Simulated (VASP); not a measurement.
Given:

```xyz
3
Lattice="0.0000 3.1058 3.0679 3.1676 0.0000 3.0679 3.1676 3.1058 0.0000" Properties=species:S:1:pos:R:3 pbc="T T T"
Ba     0.0000     0.0000     0.0000
F      1.5838     1.5529     1.5340
F      4.7926     4.6587     4.6019
```

Level of theory: PBE GGA, VASP's PBE PAW potentials (set 64) (plane waves; VASP). Run with PREC = Normal, 520 eV cut-off, 6×6×6 Γ-centred mesh, Gaussian smearing of 0.050 eV, potentials Ba_sv F.

Problem. Which forces act on the atoms, in eV/Å?

Solution. 
```csv
atom,Fx,Fy,Fz
Ba1,0.076,0.000,0.000
F2,0.044,0.000,0.000
F3,-0.121,0.000,0.000
```

Problem. Give the stress tensor in GPa (positive for a compressed cell).

Solution. 
```
0.71  0.00  0.00
0.00  1.69  0.33
0.00  0.33  2.27
```
The pressure is its mean diagonal, 1.56 GPa.

The compound is BaF2 in the fluorite structure. The cell was not relaxed at this level, atoms are displaced from their ideal sites. The run is one of a series of settings (PREC = Normal against the base run), some of them coarse on purpose.
